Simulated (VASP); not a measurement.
Output of a VASP run:

File OSZICAR:
```
       N       E                     dE             d eps       ncg     rms          rms(c)
DAV:   1     0.616974575736E+02    0.61697E+02   -0.71819E+03   910   0.116E+03
DAV:   2    -0.449682066892E+02   -0.10667E+03   -0.10433E+03   990   0.287E+02
DAV:   3    -0.516719934425E+02   -0.67038E+01   -0.66776E+01  1195   0.838E+01
DAV:   4    -0.518595005445E+02   -0.18751E+00   -0.18746E+00  1151   0.166E+01
DAV:   5    -0.518661352512E+02   -0.66347E-02   -0.66346E-02  1304   0.232E+00    0.514E+00
DAV:   6    -0.488369327210E+02    0.30292E+01   -0.16811E+00  1080   0.284E+01    0.279E+00
DAV:   7    -0.486650265693E+02    0.17191E+00   -0.47986E-01   930   0.101E+01    0.141E+00
DAV:   8    -0.488599988637E+02   -0.19497E+00   -0.36350E-01   915   0.646E+00    0.966E-01
DAV:   9    -0.487395601431E+02    0.12044E+00   -0.42279E-02   960   0.268E+00    0.663E-01
DAV:  10    -0.487547618744E+02   -0.15202E-01   -0.91881E-03  1000   0.106E+00    0.104E+00
DAV:  11    -0.487626480799E+02   -0.78862E-02   -0.34897E-02   936   0.172E+00    0.359E-01
DAV:  12    -0.487647748842E+02   -0.21268E-02   -0.61734E-03  1070   0.506E-01    0.263E-01
DAV:  13    -0.487654069453E+02   -0.63206E-03   -0.34800E-04   965   0.160E-01    0.313E-01
DAV:  14    -0.487647206964E+02    0.68625E-03   -0.31040E-04   930   0.138E-01    0.345E-01
DAV:  15    -0.487617992953E+02    0.29214E-02   -0.14497E-03   925   0.300E-01    0.657E-01
DAV:  16    -0.487558885844E+02    0.59107E-02   -0.45855E-03   920   0.792E-01    0.252E+00
DAV:  17    -0.487644467166E+02   -0.85581E-02   -0.10323E-02   915   0.129E+00    0.319E-01
DAV:  18    -0.487651653407E+02   -0.71862E-03   -0.23767E-03   985   0.449E-01    0.551E-02
DAV:  19    -0.487652194582E+02   -0.54118E-04   -0.16822E-04   950   0.144E-01    0.521E-02
DAV:  20    -0.487652795796E+02   -0.60121E-04   -0.18994E-04   910   0.164E-01    0.430E-02
DAV:  21    -0.487653048381E+02   -0.25258E-04   -0.45937E-05   920   0.838E-02    0.313E-02
DAV:  22    -0.487653095782E+02   -0.47401E-05   -0.24054E-06  1057   0.214E-02    0.205E-02
DAV:  23    -0.487653100309E+02   -0.45274E-06   -0.81746E-07   645   0.990E-03
   1 F= -.48765310E+02 E0= -.48765308E+02  d E =-.487653E+02
```

OUTCAR:
```
------------------------ aborting loop because EDIFF is reached ----------------------------------------
  FORCE on cell =-STRESS in cart. coord.  units (eV):
  Direction    XX          YY          ZZ          XY          YZ          ZX
  --------------------------------------------------------------------------------------
  Total       -0.0020109     -0.0020109     -0.0020109      0.0000000      0.0000000      0.0000000
  in kB       -0.0457331     -0.0457331     -0.0457331      0.0000000      0.0000000      0.0000000
  external PRESSURE =      -0.0457331 kB  Pullay stress =       0.0000000 kB
  volume of cell :       70.45
      direct lattice vectors                 reciprocal lattice vectors
     0.000000000  3.278027122  3.278027122    -0.152530770  0.152530770  0.152530770
     3.278027122  0.000000000  3.278027122     0.152530770 -0.152530770  0.152530770
     3.278027122  3.278027122  0.000000000     0.152530770  0.152530770 -0.152530770
  FREE ENERGIE OF THE ION-ELECTRON SYSTEM (eV)
  ---------------------------------------------------
  free  energy   TOTEN  =       -48.7653100309 eV

  energy  without entropy=      -48.7653029891  energy(sigma->0) =      -48.76530768

 reached required accuracy - stopping structural energy minimisation
```
(Selected blocks of OUTCAR.)

POSCAR:
```
InSb
1
   -0.0000000000     3.2780271215     3.2780271215
    3.2780271215    -0.0000000000     3.2780271215
    3.2780271215     3.2780271215     0.0000000000
In Sb
1 1
Direct
  0.0000000000   0.0000000000   0.0000000000
  0.2500000000   0.2500000000   0.2500000000
```

**Question.** Reconstruct the remaining input files.

**Answer.** This is not unique; one that fits is the input of the run itself, r2SCAN meta-GGA, plane waves, VASP's PBE PAW potentials (set 64).

File KPOINTS:
```
Automatic mesh
0
Gamma
9 9 9
0 0 0
```

### INCAR
```
# general
SYSTEM  = InSb
PREC    = Accurate
ENCUT   = 400
LREAL   = .FALSE.
LASPH   = .TRUE.

# electronic loop
EDIFF   = 1E-6
NELM    = 100
ALGO    = Normal
LMAXMIX = 4
LMIXTAU = .TRUE.

# smearing
ISMEAR  = 1
SIGMA   = 0.1

# functional
METAGGA = R2SCAN

# ions
IBRION  = 2
NSW     = 60
ISIF    = 3
EDIFFG  = -0.01

# output
LWAVE   = .FALSE.
LCHARG  = .FALSE.
```

POTCAR, in this order: In_d Sb (PBE.64 set). Program: vasp_std.

The structure comes from a computed database's InSb entry (F-43m); how it stands against other phases isn't given here. It was relaxed first. The start is the result of an earlier pass.
